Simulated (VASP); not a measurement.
Calculation: PBE GGA, VASP's PBE PAW potentials (set 64) (plane waves; VASP).

Input for VASP

**INCAR**
```
SIGMA=0.05   # width (eV)
EDIFF=1E-6
ISIF=3
NELM=100   # most electronic steps
SYSTEM=Si
EDIFFG=-0.01   # ionic stop
PREC=Accurate
LWAVE=.FALSE.
GGA=PE   # PBE
LREAL=.FALSE.   # projection in real space or not
IBRION=2
ALGO=Normal
ENCUT=180   # plane-wave cut-off (eV)
LASPH=.TRUE.
LCHARG=.FALSE.
ISMEAR=0   # Gaussian
NSW=50   # most ionic steps
```

POSCAR:
```
Si
1
    0.0000000000     2.7063350000     2.7063350000
    2.7063350000     0.0000000000     2.7063350000
    2.7063350000     2.7063350000     0.0000000000
Si
2
Direct
  0.2500000000   0.2500000000   0.2500000000
  0.0000000000   0.0000000000   0.0000000000
```

KPOINTS:
```
Automatic mesh
0
Gamma
9 9 9
0 0 0
```

POTCAR, in this order: Si (PBE.64 set). Program: vasp_std.

The run wrote:

**OSZICAR**
```
       N       E                     dE             d eps       ncg     rms          rms(c)
DAV:   1    -0.169993332693E+01   -0.16999E+01   -0.19456E+03   568   0.349E+02
DAV:   2    -0.108863599399E+02   -0.91864E+01   -0.87331E+01   936   0.527E+01
DAV:   3    -0.109567197362E+02   -0.70360E-01   -0.70360E-01   664   0.584E+00
DAV:   4    -0.109568714103E+02   -0.15167E-03   -0.15167E-03   920   0.280E-01
DAV:   5    -0.109568714586E+02   -0.48255E-07   -0.48204E-07   688   0.376E-03    0.656E+00
DAV:   6    -0.108280097730E+02    0.12886E+00   -0.82994E-02   664   0.148E+00    0.405E+00
DAV:   7    -0.107694703893E+02    0.58539E-01   -0.15959E-01   688   0.218E+00    0.209E-01
DAV:   8    -0.107703034128E+02   -0.83302E-03   -0.35602E-03   616   0.418E-01    0.723E-02
DAV:   9    -0.107705236778E+02   -0.22026E-03   -0.21564E-04   800   0.111E-01    0.633E-02
DAV:  10    -0.107705497668E+02   -0.26089E-04   -0.30048E-05   632   0.409E-02    0.112E-02
DAV:  11    -0.107705492418E+02    0.52497E-06   -0.58909E-07   712   0.489E-03
   1 F= -.10770549E+02 E0= -.10770549E+02  d E =-.107705E+02
       N       E                     dE             d eps       ncg     rms          rms(c)
DAV:   1    -0.107907128744E+02   -0.20163E-01   -0.55350E-01   712   0.409E+00    0.724E-01
DAV:   2    -0.107811964585E+02    0.95164E-02   -0.71998E-03   640   0.514E-01    0.415E-01
DAV:   3    -0.107763139145E+02    0.48825E-02   -0.99511E-03   672   0.499E-01    0.149E-01
DAV:   4    -0.107763154140E+02   -0.14995E-05   -0.65647E-05   728   0.673E-02    0.133E-01
DAV:   5    -0.107762922048E+02    0.23209E-04   -0.29522E-05   648   0.359E-02    0.336E-02
DAV:   6    -0.107762929189E+02   -0.71405E-06   -0.20001E-07   568   0.356E-03
   2 F= -.10776293E+02 E0= -.10776293E+02  d E =-.574368E-02
       N       E                     dE             d eps       ncg     rms          rms(c)
DAV:   1    -0.107835751713E+02   -0.72830E-02   -0.95515E-02   688   0.172E+00    0.305E-01
DAV:   2    -0.107819828807E+02    0.15923E-02   -0.12312E-03   672   0.215E-01    0.173E-01
DAV:   3    -0.107811557377E+02    0.82714E-03   -0.16818E-03   640   0.206E-01    0.630E-02
DAV:   4    -0.107811571958E+02   -0.14581E-05   -0.11483E-05   760   0.284E-02    0.576E-02
DAV:   5    -0.107811599760E+02   -0.27801E-05   -0.45973E-06   600   0.143E-02    0.184E-02
DAV:   6    -0.107811595957E+02    0.38025E-06   -0.36654E-08   280   0.155E-03
   3 F= -.10781160E+02 E0= -.10781160E+02  d E =-.106104E-01
```

File OUTCAR:
```
------------------------ aborting loop because EDIFF is reached ----------------------------------------
  FORCE on cell =-STRESS in cart. coord.  units (eV):
  Direction    XX          YY          ZZ          XY          YZ          ZX
  --------------------------------------------------------------------------------------
  Total        0.0009248      0.0009248      0.0009248      0.0000000      0.0000000      0.0000000
  in kB        0.0362622      0.0362622      0.0362622      0.0000000      0.0000000      0.0000000
  external PRESSURE =       0.0362622 kB  Pullay stress =       0.0000000 kB
  volume of cell :       40.86
      direct lattice vectors                 reciprocal lattice vectors
     0.000000000  2.733745408  2.733745408    -0.182899256  0.182899256  0.182899256
     2.733745408 -0.000000000  2.733745408     0.182899256 -0.182899256  0.182899256
     2.733745408  2.733745408 -0.000000000     0.182899256  0.182899256 -0.182899256
 POSITION                                       TOTAL-FORCE (eV/Angst)
 -----------------------------------------------------------------------------------
      1.36687      1.36687      1.36687        -0.000000      0.000000     -0.000000
      0.00000      0.00000      0.00000         0.000000     -0.000000      0.000000
 -----------------------------------------------------------------------------------
    total drift:                               -0.000000     -0.000000     -0.000000
  FREE ENERGIE OF THE ION-ELECTRON SYSTEM (eV)
  ---------------------------------------------------
  free  energy   TOTEN  =       -10.7811595957 eV

  energy  without entropy=      -10.7811595957  energy(sigma->0) =      -10.78115960

 reached required accuracy - stopping structural energy minimisation
```
(Selected blocks of OUTCAR.)

File CONTCAR:
```
Si
   1.00000000000000
     0.0000000000000000    2.7337454075756904    2.7337454075756904
     2.7337454075756904   -0.0000000000000000    2.7337454075756904
     2.7337454075756904    2.7337454075756904   -0.0000000000000000
  Si
     2
Direct
     0.2500000000000000    0.2500000000000000    0.2500000000000000
     0.0000000000000000    0.0000000000000000    0.0000000000000000
```

At this cut-off the stress carries a Pulay error, which pulls relaxed volumes low. Energy and stress use the plane-wave basis of the starting cell.

The structure comes from a computed database's Si entry; how it stands against other phases isn't given here. This run relaxes it. Symmetry was kept, so distortions that lower it aren't found. The run is one of a series of settings (EDIFFG = -0.01, ENCUT = 180, IBRION = 2, ISIF = 3, NSW = 50 against the base run), some of them coarse on purpose.
